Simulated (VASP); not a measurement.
**How number of MPI ranks and SCF threshold change a VASP run on SiNi**

Aim: find what the number of MPI ranks and SCF threshold change for SiNi, and what they cost. The series runs use r2SCAN. The number of MPI ranks tried: 1 ranks; 2 ranks; 4 ranks; 8 ranks. The SCF threshold tried: EDIFF = 0.01; EDIFF = 0.001; EDIFF = 1E-04; EDIFF = 1E-05; EDIFF = 1E-06; EDIFF = 1E-08. The start is a cell from a database of measured crystal structures.

Program: VASP 6.6.1. Level of theory: r2SCAN, spin-polarised from a ferromagnetic start; plane waves and PAW (Si, Ni). Results are calculated unless marked as measured.

## Step 1: Set-up

Symmetry: Pnma, No. 62, orthorhombic system. The conventional cell has a = 5.173 Å, b = 3.338 Å, c = 5.605 Å, α = 90.00°, β = 90.00°, γ = 90.00°. Si has 6 Ni at 2.28 to 2.40 Å nearest. Ni has 6 Si at 2.28 to 2.40 Å nearest. Farther neighbours are not listed.

Structure file:

```xyz
8
Lattice="5.1731 0.0000 0.0000 0.0000 3.3381 0.0000 0.0000 0.0000 5.6049" Properties=species:S:1:pos:R:3 pbc="T T T"
Si    1.6620    2.5036    0.4624
Si    0.9245    0.8345    3.2649
Si    4.2486    2.5036    2.3400
Si    3.5111    0.8345    5.1425
Ni    0.0403    0.8345    1.0510
Ni    2.5463    2.5036    3.8535
Ni    2.6268    0.8345    1.7514
Ni    5.1328    2.5036    4.5539
```

## Step 2: Number of MPI ranks: 1 ranks

The same run on more MPI ranks shows how well it scales. r2SCAN adds the kinetic-energy density, costs more than a GGA and is run with LASPH.

INCAR

```
SYSTEM = SiNi
PREC = Accurate
ENCUT = 400
EDIFF = 1E-06
NELM = 100
ISMEAR = -1
SIGMA = 0.05
LREAL = .FALSE.
ALGO = Normal
METAGGA = R2SCAN
LASPH = .TRUE.
NBANDS = 43
ISPIN = 2
MAGMOM = 0 0 0 0 1 1 1 1
LMAXMIX = 4
LORBIT = 11
LWAVE = .FALSE.
LCHARG = .FALSE.
ISIF = 2
```

POSCAR

```
SiNi
1.0
    5.1731000000      0.0000000000      0.0000000000
    0.0000000000      3.3381000000      0.0000000000
    0.0000000000      0.0000000000      5.6049000000
Si Ni
4 4
Direct
    0.3212800000      0.7500000000      0.0825000000
    0.1787200000      0.2500000000      0.5825000000
    0.8212800000      0.7500000000      0.4175000000
    0.6787200000      0.2500000000      0.9175000000
    0.0077900000      0.2500000000      0.1875200000
    0.4922100000      0.7500000000      0.6875200000
    0.5077900000      0.2500000000      0.3124800000
    0.9922100000      0.7500000000      0.8124800000
```

KPOINTS

```
Automatic mesh
0
Gamma
5 7 4
0 0 0
```

Potentials, in the order of the species: Si and Ni (PBE family, release 64).

The run is started by

```sh
mpirun -np 1 vasp_std
```

What it wrote:

```text
[banner, memory and clock lines left out]
running    1 mpi-ranks, on    1 nodes
 distrk:  each k-point on    1 cores,    1 groups
 distr:  one band on    1 cores,    1 groups

 POSCAR found type information on POSCAR SiNi
 POSCAR found :  2 types and       8 ions
|                                                                             |
|               ----> ADVICE to this user running VASP <----                  |
|                                                                             |
|     You enforced a specific xc type in the INCAR file but a different       |
|     [... a line on the potential file left out ...]
|     I HOPE YOU KNOW WHAT YOU ARE DOING!                                     |
|                                                                             |

 LDA part: xc-table for (None), standard interpolation
 POSCAR, INCAR and KPOINTS ok, starting setup
 FFT: planning ... GRIDC
 FFT: planning ... GRID_SOFT
 FFT: planning ... GRID
 WAVECAR not read
 entering main loop
       N       E                     dE             d eps       ncg     rms          rms(c)
DAV:   1     0.296583023302E+03    0.29658E+03   -0.20553E+04  6192   0.130E+03
DAV:   2    -0.693537623398E+02   -0.36594E+03   -0.34381E+03  6200   0.307E+02
DAV:   3    -0.986603347615E+02   -0.29307E+02   -0.28078E+02  6987   0.104E+02
DAV:   4    -0.994729070521E+02   -0.81257E+00   -0.80774E+00  7402   0.164E+01
DAV:   5    -0.994968378197E+02   -0.23931E-01   -0.23920E-01  7682   0.263E+00    0.290E+01
DAV:   6    -0.101730121894E+03   -0.22333E+01   -0.98891E+01  7063   0.152E+02    0.369E+01
DAV:   7    -0.865049797865E+02    0.15225E+02   -0.31463E+01  7355   0.903E+01    0.720E+00
DAV:   8    -0.867280447882E+02   -0.22307E+00   -0.42591E+00  8813   0.191E+01    0.491E+00
DAV:   9    -0.866798596738E+02    0.48185E-01   -0.46842E-01  8036   0.763E+00    0.139E+00
DAV:  10    -0.866887172052E+02   -0.88575E-02   -0.31585E-02  8591   0.208E+00    0.622E-01
DAV:  11    -0.866901543840E+02   -0.14372E-02   -0.45717E-03  8581   0.556E-01    0.302E-01
DAV:  12    -0.866906307959E+02   -0.47641E-03   -0.12997E-03  7387   0.409E-01    0.155E-01
DAV:  13    -0.866907275582E+02   -0.96762E-04   -0.24816E-04  7470   0.153E-01    0.608E-02
DAV:  14    -0.866907426397E+02   -0.15081E-04   -0.35955E-05  7069   0.420E-02    0.182E-02
DAV:  15    -0.866907450451E+02   -0.24054E-05   -0.60628E-06  6729   0.192E-02    0.414E-03
DAV:  16    -0.866907456050E+02   -0.55995E-06   -0.83875E-07  3618   0.908E-03
   1 F= -.86690746E+02 E0= -.86686399E+02  d E =-.869338E-02  mag=    -0.0001
```

It took 4.2 min on 1 MPI rank of Intel Xeon 6975P-C (Granite Rapids), shared host; peak memory 0.3 GiB.

Lines that name or quote the potential files are left out of all logs, and their timing lines are given in words.

Parts of OUTCAR (step 2):

```text
ion  position               nearest neighbor table
   1  0.321  0.750  0.083-   8 2.28   7 2.32   7 2.32   6 2.38   5 2.40   5 2.40   4 2.66   4 2.66

  LATTYP: Found a simple orthorhombic cell.
 ALAT       =     3.3381000000
 B/A-ratio  =     1.5497139091
 C/A-ratio  =     1.6790689314

 Subroutine GETGRP returns: Found  8 space group operations
 (whereof  2 operations were pure point group operations)

The static configuration has the point symmetry S_2 .
 The point group associated with its full space group is D_2h.

 Found     36 irreducible k-points:

   k-points           NKPTS =     36   k-points in BZ     NKDIM =     36   number of bands    NBANDS=     43

   dimension x,y,z NGX =    36 NGY =   24 NGZ =   40
   dimension x,y,z NGXF=    72 NGYF=   48 NGZF=   80

   ENCUT  =  400.0 eV  29.40 Ry    5.42 a.u.   8.44  5.44  9.14*2*pi/ulx,y,z

   NELECT =      56.0000    total number of electrons

 k-points in reciprocal lattice and weights: Automatic mesh
   0.00000000  0.00000000  0.00000000       0.007
   0.20000000  0.00000000  0.00000000       0.014
   0.40000000  0.00000000  0.00000000       0.014
   0.00000000  0.14285714  0.00000000       0.014
   0.20000000  0.14285714  0.00000000       0.029
   0.40000000  0.14285714  0.00000000       0.029
   0.00000000  0.28571429  0.00000000       0.014
   0.20000000  0.28571429  0.00000000       0.029
   0.40000000  0.28571429  0.00000000       0.029
[...]
0.20000000  0.42857143  0.50000000       0.029
   0.40000000  0.42857143  0.50000000       0.029

 average (electrostatic) potential at core
       1 -82.3761       2 -82.3761       3 -82.3761       4 -82.3761       5 -86.9068
       6 -86.9068       7 -86.9068       8 -86.9068

 E-fermi :  10.3746

 spin component 1
 k-point     1 :       0.0000    0.0000    0.0000
  band No.  band energies     occupation
    ...
     24       8.3160      1.00000
     25       8.3571      1.00000
     26       9.1102      1.00000
     27       9.2789      1.00000
     28       9.2944      1.00000
     29      10.9286      0.00002
     30      11.6939      0.00000
     31      13.9079      0.00000
     32      14.6001      0.00000
     33      14.8627      0.00000
    ...

 k-point     2 :       0.2000    0.0000    0.0000
  band No.  band energies     occupation
    ...
     24       8.2963      1.00000
     25       8.3352      1.00000
     26       8.8329      1.00000
     27       9.4829      1.00000
     28       9.8161      0.99999
     29      12.0358      0.00000
     30      12.1388      0.00000
     31      13.4544      0.00000
     32      14.7887      0.00000
     33      14.8285      0.00000
    ...

 k-point     3 :       0.4000    0.0000    0.0000
  band No.  band energies     occupation
    ...
     22       7.8923      1.00000
     23       8.2714      1.00000
     24       8.3146      1.00000
     25       8.3207      1.00000
     26       8.4924      1.00000
     27      10.4858      0.09764
     28      10.9204      0.00002
     29      12.1723      0.00000
     30      12.2429      0.00000
     31      14.1372      0.00000
    ...

 k-point     4 :       0.0000    0.1429    0.0000
  band No.  band energies     occupation
    ...
     24       8.3262      1.00000
     25       8.6941      1.00000
     26       8.8570      1.00000
     27       9.1481      1.00000
     28       9.3905      1.00000
     29      10.9212      0.00002
     30      11.8894      0.00000
     31      12.1248      0.00000
     32      13.0373      0.00000
     33      14.3926      0.00000
    ...

 k-point     5 :       0.2000    0.1429    0.0000
  band No.  band energies     occupation
    ...
     24       8.3587      1.00000
     25       8.7694      1.00000
     26       8.8240      1.00000
     27       9.0766      1.00000
     28       9.5535      1.00000
     29      11.5390      0.00000
     30      12.3005      0.00000
     31      12.3836      0.00000
     32      13.2709      0.00000
     33      13.8898      0.00000
    ...

 k-point     6 :       0.4000    0.1429    0.0000
  band No.  band energies     occupation
    ...
     23       8.2247      1.00000
     24       8.3701      1.00000
     25       8.5506      1.00000
     26       8.6297      1.00000
     27       9.8356      0.99998
     28      10.6426      0.00468
     29      10.7555      0.00049
     30      12.4169      0.00000
     31      13.7126      0.00000
     32      13.8111      0.00000
    ...

  Total       -3.1773885     -1.6001031     -1.7958084      0.0000000      0.0000000      0.0000000
  in kB      -52.5972227    -26.4874690    -29.7270967      0.0000000      0.0000000      0.0000000
  external PRESSURE =     -36.2705961 kB  Pullay stress =       0.0000000 kB

  energy-cutoff  :      400.00
  volume of cell :       96.79
      direct lattice vectors                 reciprocal lattice vectors
     5.173100000  0.000000000  0.000000000     0.193307688  0.000000000  0.000000000
     0.000000000  3.338100000  0.000000000     0.000000000  0.299571613  0.000000000
     0.000000000  0.000000000  5.604900000     0.000000000  0.000000000  0.178415315

 POSITION                                       TOTAL-FORCE (eV/Angst)
 -----------------------------------------------------------------------------------
      1.66201      2.50357      0.46240         0.002482      0.000000     -0.033800
      0.92454      0.83452      3.26485        -0.002482     -0.000000     -0.033800
      4.24856      2.50357      2.34005         0.002482      0.000000      0.033800
      3.51109      0.83452      5.14250        -0.002482      0.000000      0.033800
      0.04030      0.83452      1.05103        -0.045118     -0.000000      0.127984
      2.54625      2.50357      3.85348         0.045118      0.000000      0.127984
      2.62685      0.83452      1.75142        -0.045118     -0.000000     -0.127984
      5.13280      2.50357      4.55387         0.045118      0.000000     -0.127984
 -----------------------------------------------------------------------------------
    total drift:                                0.000000     -0.000000     -0.000000

  FREE ENERGIE OF THE ION-ELECTRON SYSTEM (eV)
  ---------------------------------------------------
  free  energy   TOTEN  =       -86.6907456050 eV

  energy  without entropy=      -86.6820522275  energy(sigma->0) =      -86.68639892

 total charge
# of ion       s       p       d       tot
------------------------------------------
    1        0.753   0.867   0.000   1.621
    2        0.753   0.867   0.000   1.621
    3        0.753   0.867   0.000   1.621
    4        0.753   0.867   0.000   1.621
    5        0.514   0.672   8.452   9.638
    6        0.514   0.672   8.452   9.638
    7        0.514   0.672   8.452   9.638
    8        0.514   0.672   8.452   9.638
--------------------------------------------------
tot          5.069   6.156  33.810  45.035

 magnetization (x)
# of ion       s       p       d       tot
------------------------------------------
    1        0.000   0.000   0.000   0.000
    2        0.000   0.000   0.000   0.000
    3        0.000   0.000   0.000   0.000
    4        0.000   0.000   0.000   0.000
    5       -0.000  -0.000   0.000  -0.000
    6       -0.000  -0.000   0.000  -0.000
    7       -0.000  -0.000   0.000  -0.000
    8       -0.000  -0.000   0.000  -0.000
--------------------------------------------------
tot          0.000   0.000   0.000   0.000

[... 6 further parts left out ...]
```

The moments of the start collapse, so the state is non-magnetic; other starts or orders were not tried. The k-mesh is coarse for a metal. The PAW data sets were made with PBE, which is usual practice but a small mismatch for other functionals.

Numbers from this step:

```yaml
scf_cycles: 16
electrons: 56
bands: 43
irreducible_k_points: 36
symmetry_operations: 8
free_energy_toten: -86.6907 eV
energy_at_zero_smearing: -86.6864 eV
fermi_energy: 10.37 eV
pressure: -3.627 GPa
metallic: yes
```

The spin moment in the PAW sphere vanishes on all atoms.

The series starts at -10.8358 eV an atom and -3.63 GPa, after 16 cycles in 4.2 min.

## Step 3: Number of MPI ranks: 2 ranks

Edit INCAR of step 2 so:

```diff
@@ -18,2 +18,3 @@
 LCHARG = .FALSE.
+KPAR = 2
 ISIF = 2
```

POSCAR is that of step 2.

KPOINTS is that of step 2.

The run is started by

```sh
mpirun -np 2 vasp_std
```

What it wrote:

```text
[banner, memory and clock lines left out]
running    2 mpi-ranks, on    1 nodes
[...]
[... a notice as in an earlier step ...]

 LDA part: xc-table for (None), standard interpolation
 POSCAR, INCAR and KPOINTS ok, starting setup
[...]
entering main loop
       N       E                     dE             d eps       ncg     rms          rms(c)
[... 6 cycles as in an earlier step ...]
DAV:   7    -0.865049797864E+02    0.15225E+02   -0.31463E+01  7355   0.903E+01    0.720E+00
DAV:   8    -0.867280447875E+02   -0.22307E+00   -0.42591E+00  8813   0.191E+01    0.491E+00
DAV:   9    -0.866798596741E+02    0.48185E-01   -0.46842E-01  8036   0.763E+00    0.139E+00
DAV:  10    -0.866887172050E+02   -0.88575E-02   -0.31585E-02  8591   0.208E+00    0.622E-01
[...]
DAV:  14    -0.866907426398E+02   -0.15082E-04   -0.35955E-05  7069   0.420E-02    0.182E-02
DAV:  15    -0.866907450459E+02   -0.24060E-05   -0.60628E-06  6729   0.192E-02    0.414E-03
DAV:  16    -0.866907456048E+02   -0.55895E-06   -0.83875E-07  3618   0.908E-03
   1 F= -.86690746E+02 E0= -.86686399E+02  d E =-.869338E-02  mag=    -0.0001
```

It took 2.1 min on 2 MPI ranks; peak memory 0.6 GiB.

Parts of OUTCAR (step 3):

```text
  Total       -3.1773885     -1.6001031     -1.7958085      0.0000000      0.0000000      0.0000000
  in kB      -52.5972226    -26.4874690    -29.7270980      0.0000000      0.0000000      0.0000000
  external PRESSURE =     -36.2705965 kB  Pullay stress =       0.0000000 kB

 POSITION                                       TOTAL-FORCE (eV/Angst)
 -----------------------------------------------------------------------------------
      1.66201      2.50357      0.46240         0.002482      0.000000     -0.033800
      0.92454      0.83452      3.26485        -0.002482     -0.000000     -0.033800
      4.24856      2.50357      2.34005         0.002482      0.000000      0.033800
      3.51109      0.83452      5.14250        -0.002482     -0.000000      0.033800
      0.04030      0.83452      1.05103        -0.045118     -0.000000      0.127984
      2.54625      2.50357      3.85348         0.045118      0.000000      0.127984
      2.62685      0.83452      1.75142        -0.045118     -0.000000     -0.127984
      5.13280      2.50357      4.55387         0.045118     -0.000000     -0.127984
 -----------------------------------------------------------------------------------
    total drift:                                0.000000     -0.000000     -0.000000

  FREE ENERGIE OF THE ION-ELECTRON SYSTEM (eV)
  ---------------------------------------------------
  free  energy   TOTEN  =       -86.6907456048 eV

  energy  without entropy=      -86.6820522273  energy(sigma->0) =      -86.68639892

[... 3 parts as in an earlier step ...]

[... 1 further part left out ...]
[key lines of the parts left out:]
E-fermi :  10.3746
```

Against the first of the series the energy stays within 0.01 meV an atom and the pressure within 0.01 GPa, after 16 cycles in 2.1 min.

## Step 4: Number of MPI ranks: 4 ranks

Edit INCAR of step 3 so:

```diff
@@ -18,3 +18,3 @@
 LCHARG = .FALSE.
-KPAR = 2
+KPAR = 4
 ISIF = 2
```

POSCAR is that of step 3.

KPOINTS is that of step 3.

The run is started by

```sh
mpirun -np 4 vasp_std
```

What it wrote:

```text
[banner, memory and clock lines left out]
running    4 mpi-ranks, on    1 nodes
[...]
[... a notice as in an earlier step ...]

 LDA part: xc-table for (None), standard interpolation
 POSCAR, INCAR and KPOINTS ok, starting setup
[...]
entering main loop
       N       E                     dE             d eps       ncg     rms          rms(c)
[... 6 cycles as in an earlier step ...]
DAV:   7    -0.865049797866E+02    0.15225E+02   -0.31463E+01  7355   0.903E+01    0.720E+00
DAV:   8    -0.867280447877E+02   -0.22307E+00   -0.42591E+00  8813   0.191E+01    0.491E+00
DAV:   9    -0.866798596740E+02    0.48185E-01   -0.46842E-01  8036   0.763E+00    0.139E+00
DAV:  10    -0.866887172051E+02   -0.88575E-02   -0.31585E-02  8591   0.208E+00    0.622E-01
[...]
DAV:  14    -0.866907426395E+02   -0.15081E-04   -0.35955E-05  7069   0.420E-02    0.182E-02
DAV:  15    -0.866907450461E+02   -0.24066E-05   -0.60628E-06  6729   0.192E-02    0.414E-03
DAV:  16    -0.866907456048E+02   -0.55869E-06   -0.83875E-07  3618   0.908E-03
   1 F= -.86690746E+02 E0= -.86686399E+02  d E =-.869338E-02  mag=    -0.0001
```

Run time: 67 s. Hardware: 4 MPI ranks; peak memory 1.2 GiB.

Parts of OUTCAR (step 4):

```text
  Total       -3.1773884     -1.6001031     -1.7958084      0.0000000      0.0000000      0.0000000
  in kB      -52.5972210    -26.4874692    -29.7270971      0.0000000      0.0000000      0.0000000
  external PRESSURE =     -36.2705957 kB  Pullay stress =       0.0000000 kB

 POSITION                                       TOTAL-FORCE (eV/Angst)
 -----------------------------------------------------------------------------------
      1.66201      2.50357      0.46240         0.002482     -0.000000     -0.033800
      0.92454      0.83452      3.26485        -0.002482     -0.000000     -0.033800
      4.24856      2.50357      2.34005         0.002482     -0.000000      0.033800
      3.51109      0.83452      5.14250        -0.002482     -0.000000      0.033800
      0.04030      0.83452      1.05103        -0.045118      0.000000      0.127984
      2.54625      2.50357      3.85348         0.045118     -0.000000      0.127984
      2.62685      0.83452      1.75142        -0.045118     -0.000000     -0.127984
      5.13280      2.50357      4.55387         0.045118      0.000000     -0.127984
 -----------------------------------------------------------------------------------
    total drift:                                0.000000     -0.000000     -0.000000

[... 5 parts as in an earlier step ...]

[... 1 further part left out ...]
[key lines of the parts left out:]
E-fermi :  10.3746
```

Against the first of the series the energy stays within 0.01 meV an atom and the pressure within 0.01 GPa, after 16 cycles in 67 s.

[end of part 1 of 3]

[Lines on the potential files, build, host, timing and source positions are cut from VASP's logs without a mark.]

[Logs are printed without paths, hosts, clocks, repeated set-up lines and the standing remarks that a program may print on its own settings, such as how far it seeks lower states.]

[Hosts, paths, dates, database ids (printed as entryN), source tags and the programs' standing remarks are cut or masked in the printed files.]

[A measured line is paired with the nearest computed mode of its activity, which favours agreement.]
